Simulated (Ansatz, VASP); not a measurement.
## Two plane-wave programs on ScGa3As2

```xyz
6
Lattice="3.9584 0.0000 0.0000 -1.9792 3.4281 0.0000 0.0000 0.0000 9.2921" Properties=species:S:1:pos:R:3 pbc="T T T"
Sc    0.0000    0.0000    0.0000
Ga    0.0000    2.2854    6.3710
Ga    1.9792    1.1427    2.9212
Ga    0.0000    0.0000    4.6461
As    0.0000    2.2854    1.6047
As    1.9792    1.1427    7.6874
```

Change from the starting cell: species swapped into the Li3YSb2 type (P-3m1, No. 164).

Alike in both runs: functional PBE; k mesh 6 × 6 × 4; occupations gaussian, width 0.1 eV; no spin polarisation.

Ansatz relaxed the structure, and its values are those at the end. VASP's run is a single point on that final structure, the one shown.

|  | VASP | Ansatz |
| --- | --- | --- |
| version | VASP 6.6.1 | Ansatz 0.2.0 |
| potentials or method | VASP PAW PBE potentials, release 64 (Sc_sv, Ga_d, As) | scalar-relativistic, plane waves, PAW |
| plane-wave cutoff (eV) | 520 | 420 |
| valence electrons in the cell | 60 | 80 |

Ansatz gave:

```
gap on the k mesh at the Fermi level (eV) : none
pressure (GPa)                            : 0.0
rms of the force components (eV/Å)        : 0.006
```

Q: Which values does VASP return?

A: gap on the k mesh at the Fermi level (eV): none; pressure (GPa): 0.2; rms of the force components (eV/Å): 0.005.

A gap of «none» marks a metal or a gap that the smearing closes. The two sets of potentials don't hold the same shells in valence.
